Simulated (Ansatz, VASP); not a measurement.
**One calculation of Cs2Be3, two programs**

```
Cs Be
1.0
     5.14119    0.00000    0.00000
     0.00000    5.14119    0.00000
     0.00000    0.00000    5.14119
Cs Be
2 3
Cartesian
  2.5706 2.5706 2.5706
  0.0000 0.0000 0.0000
  0.0000 2.5706 2.5706
  2.5706 0.0000 2.5706
  2.5706 2.5706 0.0000
```

Alike in both runs: task single point; functional PBE; k mesh 4 × 4 × 4; occupations gaussian, width 0.1 eV; no spin polarisation.

|  | VASP | Ansatz |
| --- | --- | --- |
| version | VASP 6.6.1 | Ansatz 0.2.0 |
| potentials or method | VASP PAW PBE potentials, release 64 (Cs_sv, Be) | scalar-relativistic, plane waves, PAW |
| plane-wave cutoff (eV) | 520 | 420 |
| valence electrons in the cell | 24 | 24 |

|  | VASP | Ansatz | Ansatz less VASP |
| --- | --- | --- | --- |
| gap on the k mesh at the Fermi level (eV) | none | none | - |
| pressure (GPa) | 8.2 | 8.2 | -0.03 |

A gap of «none» marks a metal or a gap that the smearing closes.

Spin-orbit coupling is left out, which matters for the levels of Cs.
